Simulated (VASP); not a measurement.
Level of theory: r2SCAN meta-GGA, VASP's PBE PAW potentials (set 64) (plane waves; VASP).

A VASP calculation is set up with these files.

**INCAR**
```
SYSTEM = Pb3O4
PREC = Accurate
ENCUT = 520
EDIFF = 1E-6
NELM = 100
ALGO = Normal
LREAL = Auto
LASPH = .TRUE.
ISMEAR = 0
SIGMA = 0.05
METAGGA = R2SCAN
LMIXTAU = .TRUE.
LMAXMIX = 4
LWAVE = .FALSE.
LCHARG = .FALSE.
IBRION = 2
ISIF = 3
NSW = 60
EDIFFG = -0.02
```

**POSCAR**
```
Pb3O4
1.0
  6.8992615618   0.0000000000   0.0000000000
  0.0000000000   9.9693181704   0.0000000000
  0.0000000000   0.0000000000   3.4557366273
Pb O
6 8
Cart
  6.8924720454   8.0760130249   0.0000000000
  0.0067895164   1.8933051455   0.0000000000
  3.4428412645   6.8779642307   0.0000000000
  3.4564202973   3.0913539397   0.0000000000
  0.0000000000   4.9846590852   1.7278683136
  3.4496307809   0.0000000000   1.7278683136
  5.7995380086   5.8931743563   0.0000000000
  1.0997235532   4.0761438141   0.0000000000
  2.3499072277   9.0608028993   0.0000000000
  4.5493543341   0.9085152711   0.0000000000
  5.8734933983   3.0749330252   1.7278683136
  1.0257681635   6.8943851452   1.7278683136
  2.4238626174   1.9097260600   1.7278683136
  4.4753989444   8.0595921104   1.7278683136
```

File KPOINTS:
```
Automatic mesh
0
Gamma
3 2 6
0 0 0
```

POTCAR, in this order: Pb_d O (PBE.64 set). Program: vasp_std.

The resulting files:

### OUTCAR
```
 ion  position               nearest neighbor table
   1  0.999  0.810  0.000-  12 2.33  12 2.33   7 2.44   9 2.55  14 2.97  14 2.97   5 3.54   5 3.54
                             3 3.65   3 3.65   2 3.79
   2  0.001  0.190  0.000-  11 2.33  11 2.33   8 2.44  10 2.55  13 2.97  13 2.97   5 3.54   5 3.54
                             4 3.65   4 3.65   1 3.79
   3  0.499  0.690  0.000-  14 2.33  14 2.33   9 2.44   7 2.55  12 2.97  12 2.97   6 3.54   6 3.54
                             1 3.65   1 3.65   4 3.79
   4  0.501  0.310  0.000-  13 2.33  13 2.33  10 2.44   8 2.55  11 2.97  11 2.97   6 3.54   6 3.54
                             2 3.65   2 3.65   3 3.79
   5  0.000  0.500  0.500-  11 2.17  12 2.17   7 2.24   8 2.24   7 2.24   8 2.24   1 3.54   2 3.54
                             1 3.54   2 3.54
   6  0.500  0.000  0.500-  13 2.17  14 2.17   9 2.24  10 2.24   9 2.24  10 2.24   3 3.54   4 3.54
                             3 3.54   4 3.54
   7  0.841  0.591  0.000-   5 2.24   5 2.24   1 2.44   3 2.55
   8  0.159  0.409  0.000-   5 2.24   5 2.24   2 2.44   4 2.55
   9  0.341  0.909  0.000-   6 2.24   6 2.24   3 2.44   1 2.55
  10  0.659  0.091  0.000-   6 2.24   6 2.24   4 2.44   2 2.55
  11  0.851  0.308  0.500-   5 2.17   2 2.33   2 2.33   4 2.97   4 2.97
  12  0.149  0.692  0.500-   5 2.17   1 2.33   1 2.33   3 2.97   3 2.97
  13  0.351  0.192  0.500-   6 2.17   4 2.33   4 2.33   2 2.97   2 2.97
  14  0.649  0.808  0.500-   6 2.17   3 2.33   3 2.33   1 2.97   1 2.97
  LATTYP: Found a simple orthorhombic cell.
 ALAT       =     3.4557366273
 B/A-ratio  =     1.9964662548
 C/A-ratio  =     2.8848605220
 Subroutine PRICEL returns:
 Original cell was already a primitive cell.
 Subroutine GETGRP returns: Found  8 space group operations
The static configuration has the point symmetry C_2h.
 The point group associated with its full space group is D_2h.
The dynamic configuration has the point symmetry C_2h.
 Subroutine INISYM returns: Found  8 space group operations
 Subroutine IBZKPT returns following result:
 Found     16 irreducible k-points:

 Following reciprocal coordinates:
            Coordinates               Weight
  0.000000  0.000000  0.000000      1.000000
  0.333333  0.000000  0.000000      2.000000
  0.000000  0.500000  0.000000      1.000000
...
```

File OSZICAR:
```
       N       E                     dE             d eps       ncg     rms          rms(c)
DAV:   1     0.173175435933E+04    0.17318E+04   -0.63629E+04  2528   0.209E+03
DAV:   2    -0.164465293370E+02   -0.17482E+04   -0.16859E+04  2624   0.614E+02
DAV:   3    -0.414242342238E+03   -0.39780E+03   -0.37994E+03  3066   0.302E+02
DAV:   4    -0.452276022783E+03   -0.38034E+02   -0.37504E+02  3448   0.953E+01
DAV:   5    -0.453133597744E+03   -0.85757E+00   -0.85531E+00  3264   0.156E+01    0.194E+01
DAV:   6    -0.420566755296E+03    0.32567E+02   -0.50300E+01  3608   0.588E+01    0.616E+00
DAV:   7    -0.405115460234E+03    0.15451E+02   -0.71471E+00  2946   0.118E+01    0.452E+00
DAV:   8    -0.415563287592E+03   -0.10448E+02   -0.33183E+00  3606   0.123E+01    0.225E+00
DAV:   9    -0.397254343842E+03    0.18309E+02   -0.26871E+00  3098   0.109E+01    0.196E+00
DAV:  10    -0.400674489940E+03   -0.34201E+01   -0.15350E+00  2654   0.531E+00    0.451E-01
DAV:  11    -0.400386769646E+03    0.28772E+00   -0.14252E-01  3130   0.185E+00    0.303E-01
DAV:  12    -0.401253641848E+03   -0.86687E+00   -0.16502E-01  2844   0.232E+00    0.246E-01
DAV:  13    -0.401422881970E+03   -0.16924E+00   -0.51697E-02  3166   0.160E+00    0.228E-01
DAV:  14    -0.401417509713E+03    0.53723E-02   -0.11195E-02  3426   0.713E-01    0.163E-01
DAV:  15    -0.401426257874E+03   -0.87482E-02   -0.24258E-03  2763   0.277E-01    0.101E-01
DAV:  16    -0.401415693196E+03    0.10565E-01   -0.55860E-03  3234   0.439E-01    0.487E-02
DAV:  17    -0.401424851926E+03   -0.91587E-02   -0.26670E-03  2788   0.300E-01    0.437E-02
DAV:  18    -0.401427017702E+03   -0.21658E-02   -0.40076E-04  2724   0.119E-01    0.340E-02
DAV:  19    -0.401427285106E+03   -0.26740E-03   -0.64166E-05  3281   0.483E-02    0.172E-02
DAV:  20    -0.401427586160E+03   -0.30105E-03   -0.11690E-04  2682   0.574E-02    0.657E-03
DAV:  21    -0.401427595946E+03   -0.97861E-05   -0.12881E-05  2848   0.218E-02    0.239E-03
DAV:  22    -0.401427601160E+03   -0.52140E-05   -0.18299E-06  1746   0.102E-02    0.180E-03
DAV:  23    -0.401427597573E+03    0.35866E-05   -0.15783E-06  1732   0.130E-02    0.126E-03
DAV:  24    -0.401427601355E+03   -0.37814E-05   -0.13979E-06  1718   0.100E-02    0.466E-04
DAV:  25    -0.401427601458E+03   -0.10331E-06   -0.28480E-07  1516   0.405E-03
   1 F= -.40142760E+03 E0= -.40142760E+03  d E =-.401428E+03
       N       E                     dE             d eps       ncg     rms          rms(c)
DAV:   1    -0.401428115032E+03   -0.51368E-03   -0.81591E-02  2864   0.181E+00    0.145E-01
DAV:   2    -0.401427732579E+03    0.38245E-03   -0.36127E-03  3410   0.384E-01    0.559E-02
DAV:   3    -0.401427684480E+03    0.48098E-04   -0.40163E-04  3268   0.169E-01    0.165E-02
DAV:   4    -0.401427701534E+03   -0.17053E-04   -0.96642E-05  3120   0.709E-02    0.605E-03
DAV:   5    -0.401427726646E+03   -0.25113E-04   -0.29564E-05  2784   0.327E-02    0.405E-03
DAV:   6    -0.401427727921E+03   -0.12750E-05   -0.99985E-06  2444   0.188E-02    0.253E-03
DAV:   7    -0.401427732857E+03   -0.49352E-05   -0.45412E-06  2173   0.130E-02    0.149E-03
DAV:   8    -0.401427733927E+03   -0.10707E-05   -0.81037E-07  1679   0.746E-03    0.755E-04
DAV:   9    -0.401427733869E+03    0.58029E-07   -0.17529E-07  1446   0.285E-03
   2 F= -.40142773E+03 E0= -.40142773E+03  d E =-.132411E-03
```

**OUTCAR**
```
------------------------ aborting loop because EDIFF is reached ----------------------------------------
  FORCE on cell =-STRESS in cart. coord.  units (eV):
  Direction    XX          YY          ZZ          XY          YZ          ZX
  --------------------------------------------------------------------------------------
  Total        0.0769103      0.0741663      0.0714294     -0.0000000      0.0000000      0.0000000
  in kB        0.5187982      0.5002888      0.4818269     -0.0000000      0.0000000      0.0000000
  external PRESSURE =       0.5003047 kB  Pullay stress =       0.0000000 kB
  volume of cell :      237.52
      direct lattice vectors                 reciprocal lattice vectors
     6.898422135 -0.000000000  0.000000000     0.144960685  0.000000000  0.000000000
     0.000000000  9.965858219  0.000000000     0.000000000  0.100342587  0.000000000
     0.000000000  0.000000000  3.454872190     0.000000000  0.000000000  0.289446308
 POSITION                                       TOTAL-FORCE (eV/Angst)
 -----------------------------------------------------------------------------------
      6.89193      8.07357      3.45487         0.004087      0.008149      0.000000
      0.00649      1.89229      0.00000        -0.004087     -0.008149     -0.000000
      3.44272      6.87521      3.45487         0.004087     -0.008149      0.000000
      3.45570      3.09064      0.00000        -0.004087      0.008149     -0.000000
      0.00000      4.98293      1.72744         0.000000      0.000000      0.000000
      3.44921     -0.00000      1.72744         0.000000      0.000000      0.000000
      5.79977      5.89050      3.45487         0.002045     -0.001295     -0.000000
      1.09866      4.07536      0.00000        -0.002045      0.001295      0.000000
      2.35055      9.05829      3.45487         0.002045      0.001295     -0.000000
      4.54787      0.90757      0.00000        -0.002045     -0.001295      0.000000
      5.87353      3.07461      1.72744         0.003948      0.001248     -0.000000
      1.02489      6.89125      1.72744        -0.003948     -0.001248      0.000000
      2.42432      1.90832      1.72744         0.003948     -0.001248     -0.000000
      4.47410      8.05754      1.72744        -0.003948      0.001248      0.000000
 -----------------------------------------------------------------------------------
    total drift:                                0.000000      0.000000      0.000000
  FREE ENERGIE OF THE ION-ELECTRON SYSTEM (eV)
  ---------------------------------------------------
  free  energy   TOTEN  =      -401.4277338694 eV

  energy  without entropy=     -401.4277338694  energy(sigma->0) =     -401.42773387

 reached required accuracy - stopping structural energy minimisation
```
(Selected blocks of OUTCAR.)

### CONTCAR
```
Pb3O4
   1.00000000000000
     6.8984221352672108   -0.0000000000000000    0.0000000000000000
     0.0000000000000000    9.9658582193403866    0.0000000000000000
     0.0000000000000000    0.0000000000000000    3.4548721900740720
  Pb              O
     6     8
Direct
     0.9990594039754011    0.8101231680387359    1.0000000000000000
     0.0009405960245989    0.1898768319612642    0.0000000000000000
     0.4990594039754011    0.6898768319612641    1.0000000000000000
     0.5009405960245989    0.3101231680387358    0.0000000000000000
     0.0000000000000000    0.5000000000000000    0.5000000000000000
     0.5000000000000000    0.0000000000000000    0.5000000000000000
     0.8407379803470572    0.5910679241968302    1.0000000000000000
     0.1592620196529428    0.4089320758031698    0.0000000000000000
     0.3407379803470572    0.9089320758031698    1.0000000000000000
     0.6592620196529428    0.0910679241968302    0.0000000000000000
     0.8514316236832298    0.3085139283705651    0.5000000000000000
     0.1485683763167702    0.6914860716294349    0.5000000000000000
     0.3514316236832298    0.1914860716294349    0.5000000000000000
     0.6485683763167702    0.8085139283705651    0.5000000000000000
```

The structure comes from a computed database's Pb3O4 entry (Pbam); how it stands against other phases isn't given here. This run relaxes it. Symmetry was kept, so distortions that lower it aren't found. The start is the result of an earlier pass.
